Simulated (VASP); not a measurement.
All values below come from LDA (Ceperley-Alder, Perdew-Zunger), VASP's LDA PAW potentials (set 64) (plane waves; VASP).

The input files of a VASP run:

File POSCAR:
```
Si2Ag
7.2976620
  0.2456333275  -0.9693627904   0.0000000000
  0.2456333275   0.9693627904   0.0000000000
  0.0000000000   0.0000000000   0.4833642610
Si Ag
4 2
Cart
  0.2456333275  -0.8511005300   0.1208410653
  0.2456333275   0.8511005300   0.3625231958
  0.2456333275   0.4846813952   0.1208410653
  0.2456333275  -0.4846813952   0.3625231958
  0.2456333275  -0.2016274604   0.1208410653
  0.2456333275   0.2016274604   0.3625231958
```

KPOINTS:
```
Automatic mesh
0
gamma
  5 5 5
0 0 0
```

### INCAR
```
! general
SYSTEM =Si2Ag
PREC   =Accurate
ENCUT  =300
LREAL  =.FALSE.
LASPH  =.TRUE.

! electronic loop
EDIFF  =1E-6
NELM   =100
ALGO   =Normal
LMAXMIX=4

! smearing
ISMEAR =-1
SIGMA  =0.1

! ions
ISIF   =2

! output
LWAVE  =.FALSE.
LCHARG =.FALSE.
```

POTCAR, in this order: Si Ag (LDA.64 set). Program: vasp_std.

At this cut-off the stress carries a Pulay error, which pulls relaxed volumes low.

Predict the energy per atom (σ→0), pressure, largest force, band gap (on the k-mesh).

energy per atom (σ→0): -4.709 eV/atom
band gap (on the k-mesh): none (metal, semimetal or under 0.01 eV)
pressure: 10.42 GPa
largest force: 0.088 eV/Å

File OSZICAR:
```
...
DAV:   8    -0.283130955688E+02    0.42069E-01   -0.31115E-01  1487   0.493E+00    0.939E-01
DAV:   9    -0.282974782082E+02    0.15617E-01   -0.65176E-02  1459   0.310E+00    0.366E-01
DAV:  10    -0.282973302549E+02    0.14795E-03   -0.66032E-03  1480   0.535E-01    0.142E-01
DAV:  11    -0.282973245217E+02    0.57332E-05   -0.34137E-04  1445   0.178E-01    0.424E-02
DAV:  12    -0.282973199316E+02    0.45900E-05   -0.88055E-05  1501   0.107E-01    0.153E-02
DAV:  13    -0.282973174278E+02    0.25038E-05   -0.75875E-06  1431   0.306E-02    0.792E-03
DAV:  14    -0.282973171710E+02    0.25677E-06   -0.37192E-06  1223   0.184E-02
   1 F= -.28297317E+02 E0= -.28253356E+02  d E =-.879222E-01
```

The structure was generated: Si2Ag was put into an ordered model structure, which need not be its known phase. The cell was not relaxed at this level. The k-mesh is coarse (spacing up to 0.36 per Å, 2π included), so the numbers may not be converged in it. The run is one of a series of settings (GGA removed, POTCAR Si Ag (LDA.64 set) against the base run), some of them coarse on purpose.
